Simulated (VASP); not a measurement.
# SbC2 (I4/mmm) in VASP: single point with r2SCAN

Aim: the single point of SbC2 with r2SCAN.

Everything below comes from runs of VASP 6.6.1. Logs are shortened: lines on timing, memory, paths and dates and some standing lists are left out, and cuts for length are marked.

## (1) The structure

The structure is tetragonal, space group I4/mmm (No. 139). Conventional cell: a = 3.746 Å, b = 3.746 Å, c = 6.321 Å, α = 90.00°, β = 90.00°, γ = 90.00°. Around C (site symmetry 4mm) lie 1 C at 1.31 Å. Sb (site symmetry 4/mmm) has 10 C at 2.50 to 2.73 Å as nearest neighbours.

The cell was built by a generator and needn't be a form met in nature.

## (2) Single point, r2SCAN

Input file POSCAR:

```
SbC2
1.0
    0.0000000000      3.7459200000      0.0000000000
    3.7459200000      0.0000000000      0.0000000000
    1.8729600000      1.8729600000     -3.1603020000
C Sb
2 1
Direct
    0.3960000000      0.3960000000      0.2080000000
    0.6040000000      0.6040000000      0.7920000000
    0.0000000000      0.0000000000      0.0000000000
```

Input file INCAR.step1:

```
SYSTEM = SbC2
  PREC = Accurate
  ENCUT = 520
  ISMEAR = -1
  SIGMA = 0.1
  LREAL = .FALSE.
  LASPH = .TRUE.
  NELM = 60
  NBANDS = 14
  GGA = PE
  ALGO = Normal
  EDIFF = 1E-4
  LWAVE = .TRUE.
  LCHARG = .FALSE.
```

Input file INCAR.step2:

```
SYSTEM = SbC2
  PREC = Accurate
  ENCUT = 520
  EDIFF = 1E-7
  ISMEAR = -1
  SIGMA = 0.1
  LREAL = .FALSE.
  LASPH = .TRUE.
  NELM = 60
  ALGO = Normal
  ISIF = 2
  LWAVE = .FALSE.
  LCHARG = .FALSE.
  METAGGA = R2SCAN
  LMIXTAU = .TRUE.
  NBANDS = 14
  ISTART = 1
```

Input file KPOINTS:

```
Automatic mesh
0
G
  11 11 11
  0 0 0
```

Potentials or basis: VASP PAW PBE potentials, release 64 (C, Sb).

Run with:

```bash
$ cat potpaw_PBE.64/C/POTCAR potpaw_PBE.64/Sb/POTCAR > POTCAR
$ cp INCAR.step1 INCAR
$ mpirun -np 1 vasp_std > vasp.out
$ cp INCAR.step2 INCAR
$ mpirun -np 1 vasp_std > vasp.out
```

OUTCAR:

```text
SYSTEM = SbC2
   PREC = Accurate
   ENCUT = 520
   EDIFF = 1E-7
   ISMEAR = -1
   LREAL = .FALSE.
   LASPH = .TRUE.
   NELM = 60
   ISIF = 2
   METAGGA = R2SCAN
   ISTART = 1

 ion  position               nearest neighbor table
   1  0.396  0.396  0.208-   2 1.31   3 2.50   3 2.73   3 2.73   3 2.73   3 2.73
   2  0.604  0.604  0.792-   1 1.31   3 2.50   3 2.73   3 2.73   3 2.73   3 2.73
   3  0.000  0.000  0.000-   2 2.50   1 2.50   2 2.73   2 2.73   1 2.73   2 2.73   2 2.73   1 2.73
                             1 2.73   1 2.73

  LATTYP: Found a body centered tetragonal cell.
 ALAT       =     3.7459200000
 C/A-ratio  =     1.6873302153

  Lattice vectors:

 A1 = (  -1.8729600000,   1.8729600000,   3.1603020000)
 A2 = (   1.8729600000,  -1.8729600000,   3.1603020000)
 A3 = (   1.8729600000,   1.8729600000,  -3.1603020000)

Analysis of symmetry for initial positions (statically):
=====================================================================
 Subroutine PRICEL returns:
 Original cell was already a primitive cell.

 Routine SETGRP: Setting up the symmetry group for a
 body centered tetragonal supercell.

 Subroutine GETGRP returns: Found 16 space group operations
 (whereof 16 operations were pure point group operations)
 out of a pool of 16 trial point group operations.

The static configuration has the point symmetry D_4h.

Analysis of symmetry for dynamics (positions and initial velocities):
=====================================================================
 Subroutine PRICEL returns:
 Original cell was already a primitive cell.

 Routine SETGRP: Setting up the symmetry group for a
 body centered tetragonal supercell.

 Subroutine GETGRP returns: Found 16 space group operations
 (whereof 16 operations were pure point group operations)
 out of a pool of 16 trial point group operations.

The dynamic configuration has the point symmetry D_4h.

 Subroutine INISYM returns: Found 16 space group operations
 (whereof 16 operations are pure point group operations),
 and found     1 'primitive' translations

----------------------------------------------------------------------------------------

                                     Primitive cell

  volume of cell :      44.3451

  direct lattice vectors                    reciprocal lattice vectors
     0.000000000  3.745920000  0.000000000     0.000000000  0.266957116  0.158212728
     3.745920000  0.000000000  0.000000000     0.266957116  0.000000000  0.158212728
     1.872960000  1.872960000 -3.160302000     0.000000000  0.000000000 -0.316425456

  length of vectors
     3.745920000  3.745920000  4.123526046     0.310318174  0.310318174  0.316425456

  position of ions in fractional coordinates (direct lattice)
     0.396000000  0.396000000  0.208000000
     0.604000000  0.604000000  0.792000000
     0.000000000  0.000000000  0.000000000

  ion indices of the primitive-cell ions
   primitive index   ion index
                 1           1
                 2           2
                 3           3

----------------------------------------------------------------------------------------

 KPOINTS: Automatic mesh

Automatic generation of k-mesh.
 Grid dimensions read from file:
 generate k-points for:   11   11   11

 Generating k-lattice:

  Cartesian coordinates                     Fractional coordinates (reciprocal lattice)
     0.000000000  0.024268829  0.014382975     0.090909091  0.000000000  0.000000000
     0.024268829  0.000000000  0.014382975     0.000000000  0.090909091  0.000000000
     0.000000000  0.000000000 -0.028765951     0.000000000  0.000000000  0.090909091

  Length of vectors
     0.028210743  0.028210743  0.028765951

  Shift w.r.t. Gamma in fractional coordinates (k-lattice)
     0.000000000  0.000000000  0.000000000

 Subroutine IBZKPT returns following result:
 ===========================================

 Found    126 irreducible k-points:

 Following reciprocal coordinates:
            Coordinates               Weight
  0.000000  0.000000  0.000000      1.000000
  0.090909  0.000000  0.000000      8.000000
  0.181818  0.000000  0.000000      8.000000
  0.272727  0.000000  0.000000      8.000000
  0.363636  0.000000  0.000000      8.000000
  0.454545  0.000000  0.000000      8.000000
[... 16 lines left out ...]
 -0.272727  0.181818 -0.000000     16.000000
 -0.181818  0.181818  0.000000      4.000000
 [... further k-points ...]
   k-points           NKPTS =    126   k-points in BZ     NKDIM =    126   number of bands    NBANDS=     14
   number of dos      NEDOS =    301   number of ions     NIONS =      3
   total plane-waves  NPLWV =  25088
   dimension x,y,z NGX =    28 NGY =   28 NGZ =   32
   dimension x,y,z NGXF=    56 NGYF=   56 NGZF=   64
   ions per type =               2   1
   NGX,Y,Z   is equivalent  to a cutoff of  12.43, 12.43, 12.90 a.u.
   NGXF,Y,Z  is equivalent  to a cutoff of  24.85, 24.85, 25.80 a.u.
 SYSTEM =  SbC2
   PREC   = accura    normal or accurate (medium, high low for compatibility)
   ISTART =      1    job   : 0-new  1-cont  2-samecut
   ICHARG =      0    charge: 1-file 2-atom 10-const
   ISPIN  =      1    spin polarized calculation?
   LNONCOLLINEAR =      F non collinear calculations
   LSORBIT =      F    spin-orbit coupling
   LASPH  =      T    aspherical Exc in radial PAW
   ENCUT  =  520.0 eV  38.22 Ry    6.18 a.u.   6.96  6.96  7.67*2*pi/ulx,y,z
   NELM   =     60;   NELMIN=  2; NELMDL=  0     # of ELM steps
   EDIFF  = 0.1E-06   stopping-criterion for ELM
   LREAL  =      F    real-space projection
   EDIFFG = 0.1E-05   stopping-criterion for IOM
   NSW    =      0    number of steps for IOM
   IBRION =     -1    ionic relax: 0-MD 1-quasi-New 2-CG
   NFREE  =      0    steps in history (QN), initial steepest desc. (CG)
   ISIF   =      2    stress and relaxation
   ISYM   =      2    0-nonsym 1-usesym 2-fastsym
   POTIM  = 0.5000    time-step for ionic-motion
   TEBEG  =    0.0;   TEEND  =   0.0 temperature during run
   PSTRESS=    0.0 pullay stress
   NELECT =      13.0000    total number of electrons
   NUPDOWN=      -1.0000    fix difference up-down
   EMIN   =  10.00;   EMAX   =-10.00  energy-range for DOS
   EFERMI =   0.00;   METHOD = LEGACY
   ISMEAR =    -1;   SIGMA  =   0.10  broadening in eV -4-tet -1-fermi 0-gaus
   EFERMI_NEDOS =   21; number of points for ismear=-14 and -15
   IALGO  =     38    algorithm
   IMIX   =      4    mixing-type and parameters
     AMIX     =   0.40;   BMIX     =  1.00
     AMIX_MAG =   1.60;   BMIX_MAG =  1.00
  volume/ion in A,a.u.               =      14.78        99.75
  Fermi-wavevector in a.u.,A,eV,Ry     =   1.087529  2.055131 16.091867  1.182719
  Thomas-Fermi vector in A             =   2.223690
   LORBIT       =      0    0 simple, 1 ext, 2 COOP (PROOUT), +10 PAW based schemes
   METAGGA = R2SCAN    functional components
   LHFCALC =     F    Hartree Fock is set to
   AEXX    =    0.0000 exact exchange contribution
   IVDW    =     0    specifies the selected vdW correction
   LEPSILON=     F    determine dielectric tensor
   LRPA    =     F    only Hartree local field effects (RPA)
 non-spin polarized calculation
  energy-cutoff  :      520.00
  volume of cell :       44.35
 maximum number of plane-waves:      1207
   NGX = 13   NGY = 13   NGZ = 15

 number of electron      12.9999999 magnetization

 Free energy of the ion-electron system (eV)
  ---------------------------------------------------
  ext. energy  EPLUGINS =         0.00000000
  ---------------------------------------------------
  free energy    TOTEN  =       -39.72578056 eV

  energy without entropy =      -39.67093750  energy(sigma->0) =      -39.69835903

 E-fermi :   7.9513     XC(G=0): -11.0882

 val. band max:        7.9393644347   @ k =  -0.0909  -0.4545   0.1818
 cond. band min:       7.9517051343   @ k =  -0.0909   0.3636   0.0909
 fundamental gap:      0.0123406995
 Fermi energy:         7.9512700582

 k-point     1 :       0.0000    0.0000    0.0000
  band No.  band energies     occupation
      1     -10.1532      2.00000
      2      -2.1637      2.00000
      3       1.3689      2.00000
      4       2.8209      2.00000
      5       2.8209      2.00000
      6       5.7830      2.00000
      7       8.2597      0.08753
      8       8.8845      0.00018
      9       8.8845      0.00018
     10      11.1084      0.00000
     11      11.1084      0.00000
     12      13.5596      0.00000
     13      16.0798      0.00000
     14      18.1569      0.00000

 k-point     2 :       0.0909    0.0000    0.0000
  band No.  band energies     occupation
      1     -10.0864      2.00000
      2      -2.3224      2.00000
      3       1.3629      2.00000
      4       2.8010      2.00000
      5       2.8415      2.00000
      6       5.4919      2.00000
      7       8.2386      0.10696
      8       8.9703      0.00008
      9       9.4173      0.00000
     10      10.6541      0.00000
     11      10.8391      0.00000
     12      13.8299      0.00000
     13      16.5229      0.00000
     14      18.6161      0.00000

 k-point     3 :       0.1818    0.0000    0.0000
  band No.  band energies     occupation
      1      -9.8967      2.00000
      2      -2.7421      2.00000
      3       1.3378      2.00000
      4       2.6440      2.00000
      5       2.9046      2.00000
      6       5.1195      2.00000
      7       8.2823      0.07047
      8       9.0732      0.00003
      9       9.5430      0.00000
     10      10.3777      0.00000
     11      10.7366      0.00000
     12      14.4085      0.00000
     13      17.5950      0.00000
     14      19.7536      0.00000

 k-point     4 :       0.2727    0.0000    0.0000
  band No.  band energies     occupation
      1      -9.6186      2.00000
      2      -3.2953      2.00000
      3       1.3006      2.00000
      4       2.2689      2.00000
      5       3.0066      2.00000
      6       5.1145      2.00000
      7       8.2433      0.10229
      8       8.7240      0.00088
      9       8.7650      0.00058
     10      10.4595      0.00000
     11      12.0393      0.00000
     12      15.2061      0.00000
     13      18.3572      0.00000
     14      20.2944      0.00000

 k-point     5 :       0.3636    0.0000    0.0000
  band No.  band energies     occupation
      1      -9.3222      2.00000
      2      -3.8272      2.00000
      3       1.2872      2.00000
      4       1.8433      2.00000
      5       3.1248      2.00000
      6       5.4047      2.00000
      7       7.5326      1.97007
      8       8.1666      0.20807
      9       8.7872      0.00047
     10      10.9309      0.00000
     11      13.3667      0.00000
[... 276 lines left out ...]
 k-point    22 :      -0.3636    0.1818    0.0000
  band No.  band energies     occupation
      1      -9.2860      2.00000
      2      -3.4167      2.00000
      3       0.4125      2.00000
      4       1.9566      2.00000
      5       3.1389      2.00000
      6       4.8329      2.00000
      7       7.7841      1.68350
      8       8.4418      0.01470
      9       9.3015      0.00000
     10      10.2617      0.00000
     11      12.6528      0.00000
     12      17.5595      0.00000
     13      18.5598      0.00000
     14      19.6795      0.00000

 k-point    23 :      -0.2727    0.1818   -0.0000
  band No.  band energies     occupation
      1      -9.5501      2.00000
      2      -3.0714      2.00000
      3       0.5851      2.00000
      4       2.0445      2.00000
      5       3.5032      2.00000
      6       5.5068      2.00000
      7       7.6659      1.89102
      8       8.2313      0.11460
      9       8.5796      0.00373
     10      10.5139      0.00000
     11      11.8600      0.00000
     12      17.0558      0.00000
     13      18.6042      0.00000
     14      19.6034      0.00000

 k-point    24 :      -0.1818    0.1818    0.0000
  band No.  band energies     occupation
      1      -9.7694      2.00000
      2      -2.8078      2.00000
      3       0.8056      2.00000
      4       2.2333      2.00000
      5       3.5608      2.00000
      6       6.1658      2.00000
      7       7.8192      1.57852
      8       8.0269      0.63898
      9       8.2890      0.06599
     10      10.6788      0.00000
     11      11.1118      0.00000
     12      16.1786      0.00000
     13      17.8010      0.00000
     14      18.9109      0.00000

 [... further k-points ...]

------------------------ aborting loop because EDIFF is reached ----------------------------------------

  FORCE on cell =-STRESS in cart. coord.  units (eV):
  Direction    XX          YY          ZZ          XY          YZ          ZX
  --------------------------------------------------------------------------------------
  -------------------------------------------------------------------------------------
  Total        1.8910925      1.8910925     -0.8425608      0.0000000      0.0000000     -0.0000000
  in kB       68.3247048     68.3247048    -30.4415140      0.0000000      0.0000000     -0.0000000
  external PRESSURE =      35.4026318 kB  Pullay stress =       0.0000000 kB

 VOLUME and BASIS-vectors are now :
 -----------------------------------------------------------------------------
  energy-cutoff  :      520.00
  volume of cell :       44.35
      direct lattice vectors                 reciprocal lattice vectors
     0.000000000  3.745920000  0.000000000     0.000000000  0.266957116  0.158212728
     3.745920000  0.000000000  0.000000000     0.266957116  0.000000000  0.158212728
     1.872960000  1.872960000 -3.160302000     0.000000000  0.000000000 -0.316425456

 POSITION                                       TOTAL-FORCE (eV/Angst)
 -----------------------------------------------------------------------------------
      1.87296      1.87296     -0.65734        -0.000000     -0.000000      0.137124
      3.74592      3.74592     -2.50296         0.000000      0.000000     -0.137124
      0.00000      0.00000      0.00000         0.000000      0.000000      0.000000
 -----------------------------------------------------------------------------------
    total drift:                                0.000000      0.000000     -0.000000

  FREE ENERGIE OF THE ION-ELECTRON SYSTEM (eV)
  ---------------------------------------------------
  free  energy   TOTEN  =       -39.7257805649 eV

  energy  without entropy=      -39.6709375003  energy(sigma->0) =      -39.69835903
```

Run time: 3 min. Hardware: 1 thread of AMD EPYC 9R45 (Zen 5), shared host; peak memory 0.19 GiB.

What came out:

- Free energy: -39.7258 eV
- Pressure: 3.5 GPa
- Largest force: 0.137 eV/Å
- Band gap on the k mesh: none (metal or under the smearing width)

Forces in eV/Å, atoms in the order of the input:
```
C    0.000  0.000  0.137
C    0.000  0.000 -0.137
Sb   0.000  0.000  0.000
```

Levels at points of the mesh, in eV from the Fermi level:
```csv
k point,band 4,band 5,band 6,band 7,band 8,band 9
"(0.00, 0.00, 0.00)",-5.13,-5.13,-2.17,0.31,0.93,0.93
```

Caveat: the PAW data sets were made with another functional, which shifts forces and pressure a little.
